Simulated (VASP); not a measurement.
Data:

```
CELL_PARAMETERS angstrom
      3.91952     0.00000     0.00000
     -1.95976     3.39440     0.00000
      0.00000     0.00000     6.52581
ATOMIC_POSITIONS crystal
  Ca 0.33333 0.66667 0.25000
  Ca 0.66667 0.33333 0.75000
```

All values below come from r2SCAN meta-GGA, VASP's PBE PAW potentials (set 64) (plane waves; VASP). Run with 400 eV cut-off, 12×12×7 Γ-centred mesh, tetrahedra with Blöchl corrections, potentials Ca_sv.

Give the energies of bands 9 to 13 at the high-symmetry points, in eV from the Fermi level.

```csv
band,Γ,M,K,A,L,H
9,-4.30,-1.12,-0.25,-3.27,-0.65,0.15
10,-1.07,-0.80,-0.21,-3.27,-0.65,0.15
11,-0.45,0.29,-0.21,1.52,0.01,0.37
12,2.51,0.51,0.72,1.52,0.01,0.37
13,2.60,1.46,1.59,2.61,1.64,0.66
```

It has no gap at this level: it comes out as a metal or semimetal.

The structure was generated: Ca was put into the hcp type (P6_3/mmc), which need not be its known phase. It was relaxed first.
